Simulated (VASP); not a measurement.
Calculation: PBE GGA with D4 dispersion, VASP's PBE PAW potentials (set 64) (plane waves; VASP).

The input files of a VASP run:

### INCAR
```
SYSTEM = Al
PREC = Accurate
ENCUT = 520
EDIFF = 1E-7
NELM = 100
ALGO = Normal
LREAL = .FALSE.
LASPH = .TRUE.
ISMEAR = -5
GGA = PE
IVDW = 13
LWAVE = .FALSE.
LCHARG = .TRUE.
LORBIT = 11
NEDOS = 601
ISIF = 2
```

POSCAR:
```
Al
1
    0.0000000000     1.9906159582     1.9906159582
    1.9906159582     0.0000000000     1.9906159582
    1.9906159582     1.9906159582     0.0000000000
Al
1
Direct
  0.0000000000   0.0000000000   0.0000000000
```

KPOINTS:
```
Automatic
0
Gamma
 18 18 18
0 0 0
```

POTCAR, in this order: Al (PBE.64 set). Program: vasp_std.

Problem. What does the run give for the energy per atom (σ→0), dispersion energy, band gap (on the k-mesh)?

Solution. 
- energy per atom (σ→0): -4097 meV/atom
- dispersion energy: -0.359 eV
- band gap (on the k-mesh): none (metal, semimetal or under 0.01 eV)

File OSZICAR:
```
...
DAV:   5    -0.376162238429E+01   -0.48976E-06   -0.49101E-06  2625   0.150E-02    0.139E+00
DAV:   6    -0.374812835666E+01    0.13494E-01   -0.14460E-03  2290   0.292E-01    0.809E-01
DAV:   7    -0.373837355321E+01    0.97548E-02   -0.44093E-03  2250   0.476E-01    0.155E-01
DAV:   8    -0.373837690396E+01   -0.33508E-05   -0.22851E-05  2490   0.518E-02    0.120E-02
DAV:   9    -0.373837774687E+01   -0.84291E-06   -0.99515E-07  2385   0.725E-03    0.111E-03
DAV:  10    -0.373837748277E+01    0.26411E-06   -0.49095E-09  2095   0.815E-04    0.109E-03
DAV:  11    -0.373837740911E+01    0.73657E-07   -0.24047E-10  1285   0.156E-04
   1 F= -.40973398E+01 E0= -.40973398E+01  d E =0.000000E+00
```

The compound is Al in the fcc structure. It was relaxed first, which changed the volume by -5 %.
